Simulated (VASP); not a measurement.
Wanted: the native input for a VASP 6.6.1 run.

- Task: relaxation of the atoms
- Functional: r2SCAN
- Potentials or basis: VASP PAW PBE potentials, release 64 (Ir, B, Os)
- Cutoff: 520 eV
- k mesh: 6 × 6 × 6
- Occupations: fermi-dirac, width 0.0128 eV
- Spin: no spin polarisation
- Dipole correction: no
- Further INCAR settings: ALGO = Normal; EDIFF = 1e-07; IBRION = 2; EDIFFG = -0.03; NSW = 60

The system is B2Ir2Os.

```
CELL_PARAMETERS angstrom
0.00000 3.45165 0.00000
3.45165 0.00000 0.00000
1.72582 1.72582 -5.00291
ATOMIC_POSITIONS crystal
Ir 0.75000 0.25000 0.50000
Ir 0.25000 0.75000 0.50000
B 0.37500 0.37500 0.25000
B 0.62500 0.62500 0.75000
Os 0.00000 0.00000 0.00000
```

The cell was built by a generator and needn't be a form met in nature.

These files were run (other wordings do the same):

POSCAR

```
B2Ir2Os
1.0
    0.0000000000      3.4516460000      0.0000000000
    3.4516460000      0.0000000000      0.0000000000
    1.7258230000      1.7258230000     -5.0029140000
Ir B Os
2 2 1
Direct
    0.7500000000      0.2500000000      0.5000000000
    0.2500000000      0.7500000000      0.5000000000
    0.3750000000      0.3750000000      0.2500000000
    0.6250000000      0.6250000000      0.7500000000
    0.0000000000      0.0000000000      0.0000000000
```

INCAR.step1

```
SYSTEM = B2Ir2Os
ALGO = Normal
EDIFF = 1E-4
ENCUT = 520
GGA = PE
ISMEAR = -1
LASPH = .True.
LCHARG = .False.
LREAL = .False.
LWAVE = .True.
NELM = 100
PREC = Accurate
SIGMA = 0.0128
```

INCAR.step2

```
SYSTEM = B2Ir2Os
ALGO = Normal
EDIFF = 1E-7
EDIFFG = -0.03
ENCUT = 520
IBRION = 2
ISIF = 2
ISMEAR = -1
ISTART = 1
LASPH = .True.
LCHARG = .False.
LMIXTAU = .True.
LREAL = .False.
LWAVE = .False.
METAGGA = R2SCAN
NELM = 100
NSW = 60
PREC = Accurate
SIGMA = 0.0128
```

KPOINTS

```
k-points
0
Gamma
  6 6 6
  0 0 0
```

Potentials or basis: VASP PAW PBE potentials, release 64 (Ir, B, Os).

Run with:

```console
$ cat potpaw_PBE.64/Ir/POTCAR potpaw_PBE.64/B/POTCAR potpaw_PBE.64/Os/POTCAR > POTCAR
$ cp INCAR.step1 INCAR
$ mpirun -np 1 vasp_std > vasp.out
$ cp INCAR.step2 INCAR
$ mpirun -np 1 vasp_std > vasp.out
```

Results of the run:

```json
{"Energy gained by relaxing": "57.8 meV/atom", "Ionic steps": "4", "Pressure after relaxing": "3.4 GPa", "Largest force after relaxing": "0.005 eV/Å", "Band gap on the k mesh": "none (metal or under the smearing width)"}
```

Caveat: the PAW data sets were made with another functional, which shifts forces and pressure a little.

It took 9.4 min on 1 thread of Intel(R) Xeon(R) Platinum 8259CL CPU @ 2.50GHz (Skylake/Cascade Lake) (shared host), peak memory 0.22 GiB.
